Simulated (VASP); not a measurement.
A run of VASP 6.6.1:

File POSCAR:

```
C                                       
1.0
    0.0000000000      1.7867104381      1.7867104381
    1.7867104381      0.0000000000      1.7867104381
    1.7867104381      1.7867104381      0.0000000000
  C             
     2
Direct
     0.0000000000000000    0.0000000000000000    0.0000000000000000
     0.2500000000000000    0.2500000000000000    0.2500000000000000
```

INCAR.step1

```
SYSTEM = C
  PREC = Accurate
  ENCUT = 520
  EDIFF = 1E-5
  ISMEAR = 0
  SIGMA = 0.02
  LREAL = .False.
  LASPH = .True.
  NELM = 80
  ALGO = Normal
  ISIF = 2
  LWAVE = .True.
  LCHARG = .False.
  NBANDS = 11
  KPAR = 4
  GGA = PE
```

The input INCAR.step2:

```
SYSTEM = C
  PREC = Accurate
  ENCUT = 520
  EDIFF = 1E-7
  ISMEAR = 0
  SIGMA = 0.02
  LREAL = .False.
  LASPH = .True.
  NELM = 80
  ALGO = Normal
  ISIF = 2
  LWAVE = .False.
  LCHARG = .False.
  GGA = PE
  LHFCALC = .True.
  HFSCREEN = 0.2
  PRECFOCK = Fast
  NBANDS = 11
  KPAR = 4
  ISTART = 1
```

File KPOINTS:

```
regular mesh
0
Gamma
  8 8 8
  0 0 0
```

Contents of KPOINTS_OPT:

```
path GXWKGLUWLK,UX
8
line-mode
reciprocal
 0.0000000000  0.0000000000  0.0000000000  G
 0.5000000000  0.0000000000  0.5000000000  X

 0.5000000000  0.0000000000  0.5000000000  X
 0.5000000000  0.2500000000  0.7500000000  W

 0.5000000000  0.2500000000  0.7500000000  W
 0.3750000000  0.3750000000  0.7500000000  K

 0.3750000000  0.3750000000  0.7500000000  K
 0.0000000000  0.0000000000  0.0000000000  G

 0.0000000000  0.0000000000  0.0000000000  G
 0.5000000000  0.5000000000  0.5000000000  L

 0.5000000000  0.5000000000  0.5000000000  L
 0.6250000000  0.2500000000  0.6250000000  U

 0.6250000000  0.2500000000  0.6250000000  U
 0.5000000000  0.2500000000  0.7500000000  W

 0.5000000000  0.2500000000  0.7500000000  W
 0.5000000000  0.5000000000  0.5000000000  L

 0.5000000000  0.5000000000  0.5000000000  L
 0.3750000000  0.3750000000  0.7500000000  K

 0.6250000000  0.2500000000  0.6250000000  U
 0.5000000000  0.0000000000  0.5000000000  X
```

Potentials or basis: VASP PAW PBE potentials, release 64 (C).

Command:

```console
$ cat potpaw_PBE.64/C/POTCAR > POTCAR
$ cp INCAR.step1 INCAR
$ mpirun -np 4 vasp_std > vasp.out
$ cp INCAR.step2 INCAR
$ mpirun -np 4 vasp_std > vasp.out
```

Hardware: 4 MPI ranks on AMD EPYC 7R13 Processor (Zen 3) (shared host).

Task: How long does it take, and how much memory?

Result: Wall time 5.5 min on 4 MPI ranks on AMD EPYC 7R13 Processor (Zen 3), on a shared host, peak memory 0.22 GiB a rank. Counts: scf iterations 31, k points 29.
